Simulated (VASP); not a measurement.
Data:

```
CELL_PARAMETERS angstrom
      2.07500    -3.59401     0.00000
      2.07500     3.59401     0.00000
      0.00000     0.00000     6.86000
ATOMIC_POSITIONS crystal
  Mg 0.00000 0.00000 0.00000
  I  0.33333 0.66667 0.24200
  I  0.66667 0.33333 0.75800
```

Calculation: PBE GGA, VASP's PBE PAW potentials (set 64) (plane waves; VASP). Settings: LASPH = .FALSE., 400 eV cut-off, 6×6×3 Γ-centred mesh, Gaussian smearing of 0.050 eV, potentials Mg I.

Task: Give the force on each atom (eV/Å).

Result: 
```json
[
 {"atom": "Mg1", "Fx": "0.000", "Fy": "0.000", "Fz": "0.000"},
 {"atom": "I2", "Fx": "0.000", "Fy": "0.000", "Fz": "0.051"},
 {"atom": "I3", "Fx": "0.000", "Fy": "0.000", "Fz": "-0.051"}
]
```

Task: Give the stress tensor in GPa (positive for a compressed cell).

Result: 
```
1.23  0.00  0.00
0.00  1.23  0.00
0.00  0.00  1.50
```
The pressure is its mean diagonal, 1.32 GPa.

The compound is MgI2 in the 1T layered structure. The cell was not relaxed at this level. The run is one of a series of settings (LASPH = .FALSE. against the base run), some of them coarse on purpose.
